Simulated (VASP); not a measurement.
Here is a VASP 6.6.1 calculation.

POSCAR

```
H3SNO2
1.0
    6.4728650000      0.0000000000      0.0000000000
    0.0000000000      6.4728650000      0.0000000000
    0.0000000000      0.0000000000      6.4728650000
S O N H
3 6 3 9
Direct
    0.2405580836      0.4415973452      0.0620281745
    0.9741590470      0.1482033072      0.6346957645
    0.6699969797      0.6853070472      0.2781612161
    0.3075763205      0.2851751118      0.2130895670
    0.3046873371      0.6529875102      0.0998939419
    0.9305462110      0.3447314288      0.7332301848
    0.8189109459     -0.0189097100      0.6542543371
    0.7060088539      0.8588005466      0.1485431876
    0.7421906683      0.4843450311      0.2129814232
    0.1306222206      0.6913167508      0.5038881546
    0.4819195210      0.4746429904      0.7873484153
    0.2521140175      0.0093003639      0.8612569550
   -0.0256300726      0.6957197470      0.5417693711
    0.1499336075      0.7970968033      0.3834314481
    0.1690441559      0.5536806345      0.4358039292
    0.5994717949      0.5425727248      0.8621066560
    0.5420474550      0.3700061719      0.6898336363
    0.3989732522      0.5836828051      0.7031044213
    0.3624052101      0.1088853236      0.8072005209
    0.2013636929      0.0181990510      1.0065403805
    0.2781148688     -0.1424253402      0.8263574167
```

Contents of INCAR.step1:

```
PREC     = Accurate       # precision mode
ENCUT    = 520            # plane-wave cutoff, eV
ISMEAR   = -1             # smearing method
SIGMA    = 0.05           # smearing width, eV
LREAL    = Auto         
LASPH    = T              # aspherical terms in the spheres
NELM     = 80             # most SCF steps
NBANDS   = 55             # bands
GGA      = PE             # functional
ALGO     = Normal         # electronic algorithm
EDIFF    = 1E-4           # SCF threshold, eV
LWAVE    = T              # write WAVECAR
LCHARG   = F              # write CHGCAR
```

The input INCAR.step2:

```
PREC     = Accurate       # precision mode
ENCUT    = 520            # plane-wave cutoff, eV
EDIFF    = 1E-7           # SCF threshold, eV
ISMEAR   = -1             # smearing method
SIGMA    = 0.05           # smearing width, eV
LREAL    = Auto         
LASPH    = T              # aspherical terms in the spheres
NELM     = 80             # most SCF steps
ALGO     = Normal         # electronic algorithm
ISIF     = 2              # what is computed and relaxed
LWAVE    = F              # write WAVECAR
LCHARG   = T              # write CHGCAR
METAGGA  = R2SCAN         # meta-GGA
LMIXTAU  = T            
IVDW     = 12             # dispersion correction
VDW_S6   = 1.0          
VDW_S8   = 0.78981345   
VDW_A1   = 0.49484001   
VDW_A2   = 5.73083694   
LELF     = T              # ELF
LVHAR    = T            
NBANDS   = 55             # bands
ISTART   = 1
```

KPOINTS

```
Automatic mesh
0
Gamma
  1 1 1
```

Potentials or basis: VASP PAW PBE potentials, release 64 (S, O, N, H).

Command:

```console
$ cat potpaw_PBE.64/S/POTCAR potpaw_PBE.64/O/POTCAR potpaw_PBE.64/N/POTCAR potpaw_PBE.64/H/POTCAR > POTCAR
$ cp INCAR.step1 INCAR
$ mpirun -np 1 vasp_gam > vasp.out
$ cp INCAR.step2 INCAR
$ mpirun -np 1 vasp_gam > vasp.out
```

Question: Estimate the pressure.

Answer: -1.0 GPa.

Question: Estimate the largest force.

Answer: 1.755 eV/Å.

Question: What does it give for the dispersion energy per atom?

Answer: -0.033 eV.

Forces in eV/Å, atoms in the order of the input:
```
S    0.278 -1.077  0.120
S   -0.506 -1.457 -0.041
S    0.040 -0.695  0.675
O   -0.248  1.277 -0.656
O   -0.079  0.065  0.606
O   -0.366 -0.476 -0.039
O    0.725  1.598 -0.029
O    0.228  0.405 -0.526
O   -0.055  0.475  0.009
N   -0.213  0.559 -0.900
N   -1.007  0.295 -0.500
N   -0.427 -0.342 -1.621
H    1.132 -0.234  0.027
H   -0.140 -0.606  0.961
H   -0.520  0.225  0.420
H    0.462  0.190  0.252
H    0.262 -0.325 -0.386
H    0.365 -0.625  0.329
H   -0.214 -0.569  0.955
H    0.382  0.542  0.602
H   -0.096  0.776 -0.255
```

Caveat: the PAW data sets were made with another functional, which shifts forces and pressure a little.
